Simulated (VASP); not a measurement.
# HfAlO (P4_2/mmc) in VASP: a series of runs

One crystal, HfAlO, is run at these levels: PBE; tasks: single point, relaxation of cell and atoms.

Everything below comes from runs of VASP 6.6.1. Logs are shortened: lines on timing, memory, paths and dates and some standing lists are left out, and cuts for length are marked.

## 1. Starting point

It takes space group P4_2/mmc (No. 131, tetragonal). The conventional cell has a = 3.948 Å, b = 3.948 Å, c = 5.817 Å, α = 90.00°, β = 90.00°, γ = 90.00°. Hf (site symmetry -4m2) has 4 O at 2.45 Å and 4 Al at 2.79 Å as nearest neighbours. Al (site symmetry -4m2) has 4 O at 2.45 Å and 4 Hf at 2.79 Å as nearest neighbours. O (site symmetry mmm) is surrounded by 4 Hf at 2.45 Å and 4 Al at 2.45 Å.

The cell was built by a generator and needn't be a form met in nature.

## 2. Single point, PBE

INCAR

```
SYSTEM = HfAlO
PREC = Accurate
ENCUT = 520
EDIFF = 1E-7
ISMEAR = 0
SIGMA = 0.1
LREAL = .False.
LASPH = .True.
NELM = 100
ALGO = Fast
ISIF = 2
LWAVE = .False.
LCHARG = .False.
GGA = PE
NBANDS = 28
```

KPOINTS

```
regular mesh
0
Gamma
  6 6 4
  0 0 0
```

POSCAR

```
HfAlO
1.0
    3.9481182972      0.0000000000      0.0000000000
    0.0000000000      3.9481182972      0.0000000000
    0.0000000000      0.0000000000      5.8173425367
Hf Al O
2 2 2
Direct
    0.5000000000      0.5000000000      0.2500000000
    0.5000000000      0.5000000000      0.7500000000
    0.0000000000      0.0000000000      0.7500000000
    0.0000000000      0.0000000000      0.2500000000
    0.0000000000      0.5000000000      0.0000000000
    0.5000000000      0.0000000000      0.5000000000
```

Potentials or basis: VASP PAW PBE potentials, release 64 (Hf_pv, Al, O).

On the command line:

```console
$ cat potpaw_PBE.64/Hf_pv/POTCAR potpaw_PBE.64/Al/POTCAR potpaw_PBE.64/O/POTCAR > POTCAR
$ mpirun -np 1 vasp_std > vasp.out
```

OUTCAR:

```text
SYSTEM = HfAlO
   PREC = Accurate
   ENCUT = 520
   EDIFF = 1E-7
   ISMEAR = 0
   LREAL = .False.
   LASPH = .True.
   NELM = 100
   ISIF = 2
   GGA = PE

 ion  position               nearest neighbor table
   1  0.500  0.500  0.250-   5 2.45   6 2.45   6 2.45   5 2.45   4 2.79   4 2.79   4 2.79   4 2.79
                             2 2.91   2 2.91
   2  0.500  0.500  0.750-   5 2.45   6 2.45   6 2.45   5 2.45   3 2.79   3 2.79   3 2.79   3 2.79
                             1 2.91   1 2.91
   3  0.000  0.000  0.750-   5 2.45   6 2.45   5 2.45   6 2.45   2 2.79   2 2.79   2 2.79   2 2.79
                             4 2.91   4 2.91
   4  0.000  0.000  0.250-   5 2.45   6 2.45   5 2.45   6 2.45   1 2.79   1 2.79   1 2.79   1 2.79
                             3 2.91   3 2.91
   5  0.000  0.500  0.000-   1 2.45   2 2.45   3 2.45   4 2.45   3 2.45   4 2.45   1 2.45   2 2.45

   6  0.500  0.000  0.500-   1 2.45   2 2.45   3 2.45   4 2.45   1 2.45   2 2.45   3 2.45   4 2.45

  LATTYP: Found a simple tetragonal cell.
 ALAT       =     3.9481182972
 C/A-ratio  =     1.4734468673

  Lattice vectors:

 A1 = (   3.9481182972,   0.0000000000,   0.0000000000)
 A2 = (   0.0000000000,   3.9481182972,   0.0000000000)
 A3 = (   0.0000000000,   0.0000000000,   5.8173425367)

Analysis of symmetry for initial positions (statically):
=====================================================================
 Subroutine PRICEL returns:
 Original cell was already a primitive cell.

 Routine SETGRP: Setting up the symmetry group for a
 simple tetragonal supercell.

 Subroutine GETGRP returns: Found 16 space group operations
 (whereof  8 operations were pure point group operations)
 out of a pool of 16 trial point group operations.

The static configuration has the point symmetry D_2h.
 The point group associated with its full space group is D_4h.

Analysis of symmetry for dynamics (positions and initial velocities):
=====================================================================
 Subroutine PRICEL returns:
 Original cell was already a primitive cell.

 Routine SETGRP: Setting up the symmetry group for a
 simple tetragonal supercell.

 Subroutine GETGRP returns: Found 16 space group operations
 (whereof  8 operations were pure point group operations)
 out of a pool of 16 trial point group operations.

The dynamic configuration has the point symmetry D_2h.
 The point group associated with its full space group is D_4h.

 Subroutine INISYM returns: Found 16 space group operations
 (whereof  8 operations are pure point group operations),
 and found     1 'primitive' translations

[... 104 lines left out ...]
   EDIFFG = 0.1E-05   stopping-criterion for IOM
   NSW    =      0    number of steps for IOM
   IBRION =     -1    ionic relax: 0-MD 1-quasi-New 2-CG
   NFREE  =      0    steps in history (QN), initial steepest desc. (CG)
   ISIF   =      2    stress and relaxation
   ISYM   =      2    0-nonsym 1-usesym 2-fastsym
   POTIM  = 0.5000    time-step for ionic-motion
   TEBEG  =    0.0;   TEEND  =   0.0 temperature during run
   PSTRESS=    0.0 pullay stress
   NELECT =      38.0000    total number of electrons
   NUPDOWN=      -1.0000    fix difference up-down
   EMIN   =  10.00;   EMAX   =-10.00  energy-range for DOS
   EFERMI =   0.00;   METHOD = LEGACY
   ISMEAR =     0;   SIGMA  =   0.10  broadening in eV -4-tet -1-fermi 0-gaus
   EFERMI_NEDOS =   21; number of points for ismear=-14 and -15
   IALGO  =     68    algorithm
   IMIX   =      4    mixing-type and parameters
     AMIX     =   0.40;   BMIX     =  1.00
     AMIX_MAG =   1.60;   BMIX_MAG =  1.00
  volume/ion in A,a.u.               =      15.11       101.99
  Fermi-wavevector in a.u.,A,eV,Ry     =   1.225089  2.315083 20.420216  1.500844
  Thomas-Fermi vector in A             =   2.360140
   LORBIT       =      0    0 simple, 1 ext, 2 COOP (PROOUT), +10 PAW based schemes
   GGA     = PE    functional components
   LHFCALC =     F    Hartree Fock is set to
   AEXX    =    0.0000 exact exchange contribution
   IVDW    =     0    specifies the selected vdW correction
   LEPSILON=     F    determine dielectric tensor
   LRPA    =     F    only Hartree local field effects (RPA)
 non-spin polarized calculation
 RMM-DIIS sequential band-by-band and
 Gauss-broadening in eV      SIGMA  =   0.10
  energy-cutoff  :      520.00
  volume of cell :       90.68
 maximum number of plane-waves:      2486
 NGX is ok and might be reduce to    30
   NGX = 15   NGY = 15   NGZ = 21

 number of electron      37.9999997 magnetization

 Free energy of the ion-electron system (eV)
  ---------------------------------------------------
  ext. energy  EPLUGINS =         0.00000000
  ---------------------------------------------------
  free energy    TOTEN  =       -40.00492958 eV

  energy without entropy =      -39.98381255  energy(sigma->0) =      -39.99437106

 E-fermi :   6.4636     XC(G=0): -11.0200

 val. band max:        6.4632385499   @ k =   0.5000   0.3333   0.2500
 cond. band min:       6.4662303209   @ k =   0.5000   0.1667   0.2500
 fundamental gap:      0.0029917710
 Fermi energy:         6.4636170438

 k-point     1 :       0.0000    0.0000    0.0000
  band No.  band energies     occupation
      1     -25.1895      2.00000
      2     -24.8336      2.00000
      3     -24.8336      2.00000
      4     -24.7229      2.00000
      5     -24.7229      2.00000
      6     -24.2581      2.00000
[... 733 lines left out ...]
     27      10.9737      0.00000
     28      11.1734      0.00000

 [... further k-points ...]
[... 5 lines left out ...]
  --------------------------------------------------------------------------------------
  -------------------------------------------------------------------------------------
  Total       -0.2406091     -0.2406091     -0.2981123      0.0000000      0.0000000      0.0000000
  in kB       -4.2512599     -4.2512599     -5.2672694      0.0000000      0.0000000      0.0000000
  external PRESSURE =      -4.5899297 kB  Pullay stress =       0.0000000 kB

 VOLUME and BASIS-vectors are now :
 -----------------------------------------------------------------------------
  energy-cutoff  :      520.00
  volume of cell :       90.68
      direct lattice vectors                 reciprocal lattice vectors
     3.948118297  0.000000000  0.000000000     0.253285217  0.000000000  0.000000000
     0.000000000  3.948118297  0.000000000     0.000000000  0.253285217  0.000000000
     0.000000000  0.000000000  5.817342537     0.000000000  0.000000000  0.171899797

 POSITION                                       TOTAL-FORCE (eV/Angst)
 -----------------------------------------------------------------------------------
      1.97406      1.97406      1.45434         0.000000     -0.000000     -0.000000
      1.97406      1.97406      4.36301        -0.000000      0.000000      0.000000
      0.00000      0.00000      4.36301         0.000000      0.000000      0.000000
      0.00000      0.00000      1.45434         0.000000      0.000000      0.000000
      0.00000      1.97406      0.00000         0.000000      0.000000      0.000000
      1.97406      0.00000      2.90867         0.000000      0.000000      0.000000
 -----------------------------------------------------------------------------------
    total drift:                                0.000000      0.000000      0.000000

  FREE ENERGIE OF THE ION-ELECTRON SYSTEM (eV)
  ---------------------------------------------------
  free  energy   TOTEN  =       -40.0049295767 eV

  energy  without entropy=      -39.9838125487  energy(sigma->0) =      -39.99437106
```

OSZICAR:

```text
N       E                     dE             d eps       ncg     rms          rms(c)
DAV:   1     0.169448788231E+03    0.16945E+03   -0.19827E+04  1680   0.127E+03
DAV:   2    -0.313536507408E+02   -0.20080E+03   -0.19361E+03  2136   0.296E+02
DAV:   3    -0.440128049019E+02   -0.12659E+02   -0.12446E+02  2132   0.590E+01
DAV:   4    -0.441738123443E+02   -0.16101E+00   -0.16049E+00  2128   0.735E+00
DAV:   5    -0.441762305412E+02   -0.24182E-02   -0.24173E-02  2092   0.874E-01    0.437E+01
RMM:   6    -0.406784068347E+02    0.34978E+01   -0.18069E+01  1779   0.168E+01    0.365E+01
RMM:   7    -0.400954684699E+02    0.58294E+00   -0.33751E+00  1793   0.857E+00    0.221E+01
RMM:   8    -0.400289949878E+02    0.66473E-01   -0.91673E-01  1991   0.467E+00    0.317E+00
RMM:   9    -0.400053219512E+02    0.23673E-01   -0.14932E-01  2127   0.176E+00    0.167E+00
RMM:  10    -0.400060268791E+02   -0.70493E-03   -0.34689E-02  2169   0.734E-01    0.496E-01
RMM:  11    -0.400050648272E+02    0.96205E-03   -0.12927E-02  2084   0.438E-01    0.217E-01
RMM:  12    -0.400049149291E+02    0.14990E-03   -0.21261E-03  2329   0.156E-01    0.117E-01
RMM:  13    -0.400049289224E+02   -0.13993E-04   -0.45679E-04  2347   0.756E-02    0.433E-02
RMM:  14    -0.400049301255E+02   -0.12031E-05   -0.58223E-05  2392   0.298E-02    0.178E-02
RMM:  15    -0.400049311542E+02   -0.10287E-05   -0.10729E-05  2486   0.116E-02    0.182E-02
RMM:  16    -0.400049295355E+02    0.16187E-05   -0.46403E-06  2157   0.850E-03    0.264E-03
RMM:  17    -0.400049295521E+02   -0.16608E-07   -0.15847E-06  2166   0.425E-03    0.152E-03
RMM:  18    -0.400049295767E+02   -0.24639E-07   -0.21639E-07  1700   0.172E-03
   1 F= -.40004930E+02 E0= -.39994371E+02  d E =-.211170E-01
```

Wall time 85 s (1 thread of Intel Xeon Platinum 8259CL at 2.50GHz (Skylake/Cascade Lake), shared host); peak memory 0.24 GiB.

What came out:

| Property | Result |
| --- | --- |
| Free energy | -40.0049 eV |
| Pressure | -0.5 GPa |
| Band gap on the k mesh | none (metal or under the smearing width) |

Stress tensor (GPa, compression positive):
```
-0.43  0.00  0.00
 0.00 -0.43  0.00
 0.00  0.00 -0.53
```

Spin-orbit coupling is left out, which matters for the levels of Hf.

(Continued in part 2 of 2.)
